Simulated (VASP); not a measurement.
Consider the following.

```xyz
4
Lattice="-1.9291 1.9291 6.5310 1.9291 -1.9291 6.5310 1.9291 1.9291 -6.5310" Properties=species:S:1:pos:R:3 pbc="T T T"
Ti     0.0000     0.0000     9.7965
Ti     0.0000     1.9291     0.0000
Sb     0.0000     0.0000     2.1683
Sb     0.0000     1.9291     5.4338
```

Calculation: PBE GGA, VASP's PBE PAW potentials (set 64) (plane waves; VASP). Settings: 400 eV cut-off, 1×1×1 Γ-centred mesh, first-order Methfessel-Paxton smearing of 0.10 eV, potentials Ti_sv Sb.

Problem. Give the force on each atom (eV/Å).

Solution. 
```json
[
 {"atom": "Ti1", "Fx": "0.000", "Fy": "0.000", "Fz": "1.686"},
 {"atom": "Ti2", "Fx": "0.000", "Fy": "0.000", "Fz": "1.686"},
 {"atom": "Sb3", "Fx": "0.000", "Fy": "0.000", "Fz": "-1.686"},
 {"atom": "Sb4", "Fx": "0.000", "Fy": "0.000", "Fz": "-1.686"}
]
```

Problem. Give the stress tensor in GPa (positive for a compressed cell).

Solution. 
```
  6.21    0.00    0.00
  0.00    6.21    0.00
  0.00    0.00  -16.78
```
The pressure is its mean diagonal, -1.46 GPa.

The structure was generated: TiSb was put into the NbAs type (I4_1md), which need not be its known phase. The cell was not relaxed at this level. The k-mesh is coarse (spacing up to 2.30 per Å, 2π included), so the numbers may not be converged in it. The run is one of a series of settings (KPOINTS 1×1×1 Γ-centred mesh against the base run), some of them coarse on purpose.
